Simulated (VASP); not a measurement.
Here is the system:

```yaml
crystal:
  lattice:
    - [0.00000, 2.71963, 2.71963]
    - [2.71963, 0.00000, 2.71963]
    - [2.71963, 2.71963, 0.00000]
  atoms:
    - { symbol: Ag, position: [0.00000, 0.00000, 0.00000] }
    - { symbol: Cl, position: [0.50000, 0.50000, 0.50000] }
```

Computed with PBEsol GGA, VASP's PBE PAW potentials (set 64) (plane waves; VASP). Numerical set-up: 400 eV cut-off, 8×8×8 Γ-centred mesh, Gaussian smearing of 0.010 eV, potentials Ag Cl.

Question: Give the electronic dielectric tensor ε∞ (DFPT, local fields included).

Answer: 
```
5.49  0.00  0.00
0.00  5.49  0.00
0.00  0.00  5.49
```

Question: Give the Born effective charges.

Answer: 
```json
[
 {"atom": "Ag1", "Z*xx": "1.42", "Z*yy": "1.42", "Z*zz": "1.42", "mean": "1.42"},
 {"atom": "Cl2", "Z*xx": "-1.42", "Z*yy": "-1.42", "Z*zz": "-1.42", "mean": "-1.42"}
]
```

The compound is AgCl in the rock salt structure. It was relaxed first, which changed the volume by -6 %.
